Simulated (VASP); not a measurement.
Computed with PBEsol GGA, VASP's PBE PAW potentials (set 64) (plane waves; VASP).

VASP input:

**POSCAR**
```
MgS
1
    0.0000000000     2.7559426538     2.7559426538
    2.7559426538     0.0000000000     2.7559426538
    2.7559426538     2.7559426538     0.0000000000
Mg S
1 1
Direct
  0.0000000000   0.0000000000   0.0000000000
  0.2500000000   0.2500000000   0.2500000000
```

File KPOINTS:
```
Automatic mesh
0
Gamma
8 8 8
0 0 0
```

INCAR:
```
SYSTEM=MgS
PREC=Accurate; ENCUT=500; LREAL=F
LASPH=T
EDIFF=1E-6; NELM=100; ALGO=Normal
ISMEAR=0; SIGMA=0.05
GGA=PS
IBRION=2; NSW=40; ISIF=3
EDIFFG=-0.02; PSTRESS=100
LWAVE=F; LCHARG=F
```

POTCAR, in this order: Mg S (PBE.64 set). Program: vasp_std.

Output

File OUTCAR:
```
 ion  position               nearest neighbor table
   1  0.000  0.000  0.000-   2 2.39   2 2.39   2 2.39   2 2.39
   2  0.250  0.250  0.250-   1 2.39   1 2.39   1 2.39   1 2.39
  LATTYP: Found a face centered cubic cell.
 ALAT       =     5.5118853076
 Subroutine PRICEL returns:
 Original cell was already a primitive cell.
 Subroutine GETGRP returns: Found 24 space group operations
The static configuration has the point symmetry T_d .
The dynamic configuration has the point symmetry T_d .
 Subroutine INISYM returns: Found 24 space group operations
 Subroutine IBZKPT returns following result:
 Found     29 irreducible k-points:

 Following reciprocal coordinates:
            Coordinates               Weight
  0.000000  0.000000  0.000000      1.000000
  0.125000  0.000000  0.000000      8.000000
  0.250000  0.000000  0.000000      8.000000
  0.375000  0.000000  0.000000      8.000000
  0.500000  0.000000  0.000000      4.000000
  0.125000  0.125000  0.000000      6.000000
  0.250000  0.125000  0.000000     24.000000
  0.375000  0.125000  0.000000     24.000000
  0.500000  0.125000  0.000000     24.000000
 -0.375000  0.125000  0.000000     24.000000
 -0.250000  0.125000  0.000000     24.000000
 -0.125000  0.125000  0.000000     12.000000
  0.250000  0.250000  0.000000      6.000000
  0.375000  0.250000  0.000000     24.000000
  0.500000  0.250000  0.000000     24.000000
 -0.375000  0.250000  0.000000     24.000000
 -0.250000  0.250000  0.000000     12.000000
  0.375000  0.375000  0.000000      6.000000
  0.500000  0.375000  0.000000     24.000000
 -0.375000  0.375000  0.000000     12.000000
  0.500000  0.500000  0.000000      3.000000
  0.375000  0.250000  0.125000     24.000000
  0.500000  0.250000  0.125000     48.000000
 -0.375000  0.250000  0.125000     24.000000
  0.500000  0.375000  0.125000     24.000000
 -0.375000  0.375000  0.125000     48.000000
 -0.250000  0.375000  0.125000     24.000000
 -0.375000  0.500000  0.125000     12.000000
 -0.250000  0.500000  0.250000      6.000000
   k-points           NKPTS =     29   k-points in BZ     NKDIM =     29   number of bands    NBANDS=      8
   number of dos      NEDOS =    301   number of ions     NIONS =      2
   total plane-waves  NPLWV =  21952
   dimension x,y,z NGX =    28 NGY =   28 NGZ =   28
   dimension x,y,z NGXF=    56 NGYF=   56 NGZF=   56
   ions per type =               1   1
   PREC   = accura    normal or accurate (medium, high low for compatibility)
   ISTART =      0    job   : 0-new  1-cont  2-samecut
   ICHARG =      2    charge: 1-file 2-atom 10-const
   ISPIN  =      1    spin polarized calculation?
   LNONCOLLINEAR =      F non collinear calculations
   LSORBIT =      F    spin-orbit coupling
   INIWAV =      1    electr: 0-lowe 1-rand  2-diag
   ENCUT  =  500.0 eV  36.75 Ry    6.06 a.u.   7.11  7.11  7.11*2*pi/ulx,y,z
   NELM   =    100;   NELMIN=  2; NELMDL= -5     # of ELM steps
   EDIFF  = 0.1E-05   stopping-criterion for ELM
   LREAL  =      F    real-space projection
   NLSPLINE    = F    spline interpolate recip. space projectors
   LMAXMIX     =    2 max onsite mixed and CHGCAR
   VOSKOWN=      0    Vosko Wilk Nusair interpolation
   EDIFFG = -.2E-01   stopping-criterion for IOM
   NSW    =     40    number of steps for IOM
   NBLOCK =      1;   KBLOCK =     40    inner block; outer block
   IBRION =      2    ionic relax: 0-MD 1-quasi-New 2-CG
   NFREE  =      1    steps in history (QN), initial steepest desc. (CG)
   ISIF   =      3    stress and relaxation
   ISYM   =      2    0-nonsym 1-usesym 2-fastsym
   TEIN   =    0.0    initial temperature
   TEBEG  =    0.0;   TEEND  =   0.0 temperature during run
   SMASS  =  -3.00    Nose mass-parameter (am)
...
```

File OSZICAR:
```
       N       E                     dE             d eps       ncg     rms          rms(c)
DAV:   1     0.245489779204E+02    0.24549E+02   -0.35388E+03   480   0.772E+02
DAV:   2    -0.826225331848E+01   -0.32811E+02   -0.31951E+02   680   0.110E+02
DAV:   3    -0.934334322737E+01   -0.10811E+01   -0.10811E+01   520   0.271E+01
DAV:   4    -0.934986265693E+01   -0.65194E-02   -0.65194E-02   824   0.248E+00
DAV:   5    -0.934986560320E+01   -0.29463E-05   -0.29463E-05   520   0.416E-02    0.394E+00
DAV:   6    -0.891276350952E+01    0.43710E+00   -0.11775E+00   464   0.523E+00    0.303E+00
DAV:   7    -0.886864781754E+01    0.44116E-01   -0.24866E-01   520   0.253E+00    0.216E+00
DAV:   8    -0.887006671362E+01   -0.14189E-02   -0.10123E-02   528   0.871E-01    0.849E-01
DAV:   9    -0.886974273270E+01    0.32398E-03   -0.76157E-04   640   0.194E-01    0.288E-01
DAV:  10    -0.886983487252E+01   -0.92140E-04   -0.15575E-04   504   0.841E-02    0.223E-02
DAV:  11    -0.886984019488E+01   -0.53224E-05   -0.83032E-06   584   0.185E-02    0.306E-02
DAV:  12    -0.886984008731E+01    0.10757E-06   -0.94570E-07   536   0.608E-03
   1 F= -.62568970E+01 E0= -.62568970E+01  d E =-.625690E+01
       N       E                     dE             d eps       ncg     rms          rms(c)
DAV:   1    -0.891735199172E+01   -0.47512E-01   -0.55487E+00   464   0.159E+01    0.437E+00
DAV:   2    -0.867936517113E+01    0.23799E+00   -0.66631E-01   480   0.436E+00    0.145E+00
DAV:   3    -0.865174620217E+01    0.27619E-01   -0.14827E-01   536   0.215E+00    0.120E+00
DAV:   4    -0.865146451383E+01    0.28169E-03   -0.10071E-03   640   0.280E-01    0.106E+00
DAV:   5    -0.865065769615E+01    0.80682E-03   -0.97368E-04   464   0.236E-01    0.233E-01
DAV:   6    -0.865063305515E+01    0.24641E-04   -0.25518E-05   584   0.451E-02    0.650E-02
DAV:   7    -0.865063173680E+01    0.13183E-05   -0.11188E-06   624   0.865E-03    0.424E-03
DAV:   8    -0.865063152404E+01    0.21276E-06   -0.28596E-07   264   0.294E-03
   2 F= -.62766848E+01 E0= -.62766848E+01  d E =-.197877E-01
       N       E                     dE             d eps       ncg     rms          rms(c)
DAV:   1    -0.880559562519E+01   -0.15496E+00   -0.87076E-01   464   0.603E+00    0.148E+00
DAV:   2    -0.876727892523E+01    0.38317E-01   -0.11269E-01   480   0.181E+00    0.539E-01
DAV:   3    -0.876295254809E+01    0.43264E-02   -0.23356E-02   544   0.838E-01    0.332E-01
DAV:   4    -0.876287261655E+01    0.79932E-04   -0.17022E-04   640   0.114E-01    0.284E-01
DAV:   5    -0.876273475623E+01    0.13786E-03   -0.12455E-04   464   0.837E-02    0.368E-02
DAV:   6    -0.876273476738E+01   -0.11153E-07   -0.28809E-06   560   0.159E-02
   3 F= -.62949019E+01 E0= -.62949019E+01  d E =-.380048E-01
```

### OUTCAR
```
------------------------ aborting loop because EDIFF is reached ----------------------------------------
  FORCE on cell =-STRESS in cart. coord.  units (eV):
  Direction    XX          YY          ZZ          XY          YZ          ZX
  --------------------------------------------------------------------------------------
  Total        2.4632638      2.4632638      2.4632638      0.0000000      0.0000000     -0.0000000
  in kB       99.8148545     99.8148545     99.8148545      0.0000000      0.0000000     -0.0000000
  external PRESSURE =      -0.1851455 kB  Pullay stress =     100.0000000 kB
  volume of cell :       39.54
      direct lattice vectors                 reciprocal lattice vectors
     0.000000000  2.703950752  2.703950752    -0.184914610  0.184914610  0.184914610
     2.703950752  0.000000000  2.703950752     0.184914610 -0.184914610  0.184914610
     2.703950752  2.703950752  0.000000000     0.184914610  0.184914610 -0.184914610
 POSITION                                       TOTAL-FORCE (eV/Angst)
 -----------------------------------------------------------------------------------
      0.00000      0.00000      0.00000         0.000000      0.000000      0.000000
      1.35198      1.35198      1.35198        -0.000000     -0.000000     -0.000000
 -----------------------------------------------------------------------------------
    total drift:                                0.000000      0.000000      0.000000
  FREE ENERGIE OF THE ION-ELECTRON SYSTEM (eV)
  ---------------------------------------------------
  free  energy   TOTEN  =        -8.7627347674 eV

  energy  without entropy=       -8.7627347674  energy(sigma->0) =       -8.76273477
  enthalpy is  TOTEN    =        -6.2949018909 eV   P V=        2.4678328765

 reached required accuracy - stopping structural energy minimisation
```
(Selected blocks of OUTCAR.)

### CONTCAR
```
MgS
   1.00000000000000
     0.0000000000000000    2.7039507523943729    2.7039507523943729
     2.7039507523943729    0.0000000000000000    2.7039507523943729
     2.7039507523943729    2.7039507523943729    0.0000000000000000
  Mg              S
     1     1
Direct
     0.0000000000000000    0.0000000000000000    0.0000000000000000
     0.2500000000000000    0.2500000000000000    0.2500000000000000
```

Energy and stress use the plane-wave basis of the starting cell.

The structure was generated: MgS was put into the zinc blende type (F-43m), which need not be its known phase. This run relaxes it under an external pressure of 10 GPa. Symmetry was kept, so distortions that lower it aren't found.
